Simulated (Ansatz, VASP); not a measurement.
## TlMo2: VASP beside Ansatz

Contents of INCAR:

```
ALGO     = Fast           # electronic algorithm
EDIFF    = 1E-6           # SCF threshold, eV
ENCUT    = 520            # plane-wave cutoff, eV
GGA      = PE             # functional
ISIF     = 2              # what is computed and relaxed
ISMEAR   = 0              # smearing method
LASPH    = True           # aspherical terms in the spheres
LCHARG   = False          # write CHGCAR
LREAL    = False          # projectors in reciprocal space
LWAVE    = False          # write WAVECAR
NBANDS   = 50             # bands
NELM     = 100            # most SCF steps
PREC     = Accurate       # precision mode
SIGMA    = 0.1            # smearing width, eV
```

KPOINTS

```
k-points
0
Gamma
  4 4 4
```

File POSCAR:

```
TlMo2
1.0
    0.0000000000      3.8941666600      3.8941666600
    3.8941666600      0.0000000000      3.8941666600
    3.8941666600      3.8941666600      0.0000000000
Tl Mo
2 4
Direct
    0.0000000000      0.0000000000      0.0000000000
    0.2500000000      0.2500000000      0.2500000000
    0.6250000000      0.6250000000      0.6250000000
    0.1250000000      0.6250000000      0.6250000000
    0.6250000000      0.6250000000      0.1250000000
    0.6250000000      0.1250000000      0.6250000000
```

Input for Ansatz:

```yaml
crystal:
  lattice:
    - [0.0, 3.89416666, 3.89416666]
    - [3.89416666, 0.0, 3.89416666]
    - [3.89416666, 3.89416666, 0.0]
  atoms:
    - { symbol: Tl, position: [0.0, 0.0, 0.0] }
    - { symbol: Tl, position: [0.25, 0.25, 0.25] }
    - { symbol: Mo, position: [0.625, 0.625, 0.625] }
    - { symbol: Mo, position: [0.125, 0.625, 0.625] }
    - { symbol: Mo, position: [0.625, 0.625, 0.125] }
    - { symbol: Mo, position: [0.625, 0.125, 0.625] }
basis:
  ecutwfc: 420
kpoints:
  mp_grid: { grid: [4, 4, 4] }
hamiltonian:
  xc: pbe
scf:
  occupations: { method: gaussian, width: 0.1 }
  lower_state_search: "off"
output:
  forces: true
  stress: true
  eigenvalues: true
```

Alike in both runs: task single point; functional PBE; k mesh 4 × 4 × 4; occupations gaussian, width 0.1 eV; no spin polarisation.

```csv
,VASP,Ansatz
version,VASP 6.6.1,Ansatz 0.2.0
potentials or method,"VASP PAW PBE potentials, release 64 (Tl_d, Mo_sv)","scalar-relativistic, plane waves, PAW"
plane-wave cutoff (eV),520,420
valence electrons in the cell,82,82
```

VASP gave:

```
gap on the k mesh at the Fermi level (eV) : none
pressure (GPa)                            : -6.3
```

Which values does Ansatz return?

gap on the k mesh at the Fermi level (eV): none; pressure (GPa): -6.5.

A gap of «none» marks a metal or a gap that the smearing closes. With one functional, cell and mesh, what is left measures potentials, basis and numerics.

Spin-orbit coupling is left out, which matters for the levels of Tl.
